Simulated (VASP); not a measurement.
The system is TiOs3.

```
Ti Os
1.0
     3.88773    0.00000    0.00000
     0.00000    3.88773    0.00000
     0.00000    0.00000    3.88773
Ti Os
1 3
Direct
  0.00000 0.00000 0.00000
  0.50000 0.50000 0.00000
  0.50000 0.00000 0.50000
  0.00000 0.50000 0.50000
```

The cell comes from a database or a generator and needn't be the stable form of this composition.

Base run:

```yaml
Program: VASP 6.6.1
Functional: PBE
Potentials_or_basis: VASP PAW PBE potentials, release 64 (Ti_sv, Os)
Cutoff: 520 eV
k_mesh: 6 × 6 × 6
Occupations: fermi-dirac, width 0.1 eV
Spin: no spin polarisation
```

Its results: band gap on the k mesh none (metal or under the smearing width); pressure -1.3 GPa.

**Question.** The run is repeated on the same cell with these changes: occupations from fermi-dirac, width 0.1 eV to fermi-dirac, width 0.3 eV; further incar settings from ALGO = Normal; EDIFF = 1e-06; NBANDS = 26 to ALGO = Normal; EDIFF = 1e-07; NBANDS = 26. What comes out?

**Answer.** Band gap on the k mesh none (metal or under the smearing width); pressure 0.7 GPa.
